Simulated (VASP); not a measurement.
A convergence study with VASP on CuI (zinc blende): one setting is varied, all else stays as given below, so the limit is that of these other settings. Each run relaxes cell and ions; the cell shown is the tightest run's result. The basis is that of the starting cell, so low cut-offs carry a Pulay error.

```
CuI
1.0
    0.00000     3.04074     3.04074
    3.04074     0.00000     3.04074
    3.04074     3.04074     0.00000
Cu I
1 1
Direct
  0.00000   0.00000   0.00000
  0.25000   0.25000   0.25000
```

Method: PBE GGA, VASP's PBE PAW potentials (set 64) (plane waves; VASP). The tightest run used: 700 eV cut-off, 7×7×7 Γ-centred mesh, Gaussian smearing of 0.050 eV, potentials Cu I.

The reference is ENCUT = 700, which took about 40 core-seconds. Times come from single runs on busy shared machines, so they are rough: good to a factor of about 2.

Of the settings ENCUT = 250; ENCUT = 300; ENCUT = 350; ENCUT = 400; ENCUT = 450; ENCUT = 500; ENCUT = 550; ENCUT = 600; ENCUT = 650; ENCUT = 700, which is the lowest that keeps the difference from the reference in relaxed volume (Å³/atom) within 0.05 from there on, and what does it cost?

ENCUT = 500; its cost over the reference is about 1/2.
```
setting      difference in relaxed volume (Å³/atom)  cost over the reference
-----------  --------------------------------------  -----------------------
ENCUT = 250                                   2.563     within a factor of 2
ENCUT = 300                                   0.365                about 1/3
ENCUT = 350                                   0.031                about 1/2
ENCUT = 400                                   0.137                about 1/3
ENCUT = 450                                   0.099                about 1/2
ENCUT = 500                                   0.019                about 1/2
ENCUT = 550                                   0.013     within a factor of 2
ENCUT = 600                                   0.007     within a factor of 2
ENCUT = 650                                   0.002     within a factor of 2
ENCUT = 700                                   0.000                reference
```

Left out are rungs that failed or repeat a setting and relaxations that didn't move; long series are thinned to 24 rows.

The compound is CuI in the zinc blende structure.
